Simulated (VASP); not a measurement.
Data:

```
LiF
1.0
    0.00000     1.98373     1.98373
    1.98373     0.00000     1.98373
    1.98373     1.98373     0.00000
Li F
1 1
Direct
  0.00000   0.00000   0.00000
  0.50000   0.50000   0.50000
```

Level of theory: SCAN meta-GGA, VASP's PBE PAW potentials (set 64) (plane waves; VASP). Numerical set-up: 520 eV cut-off, 10×10×10 Γ-centred mesh, Gaussian smearing of 0.050 eV, potentials Li_sv F.

Q: What does the run give for the energy per atom (σ→0), band gap (on the k-mesh) with the smallest direct gap where there is one?

A: 
```yaml
band gap (on the k-mesh): 10.64 eV
smallest direct gap (on the k-mesh): 10.64 eV
energy per atom (σ→0): -594.2 kJ/mol of atoms
```

The absolute energy has meaning only against runs of the same code, potentials and settings.

The compound is LiF in the rock salt structure. It was relaxed first. The start is the result of an earlier pass.
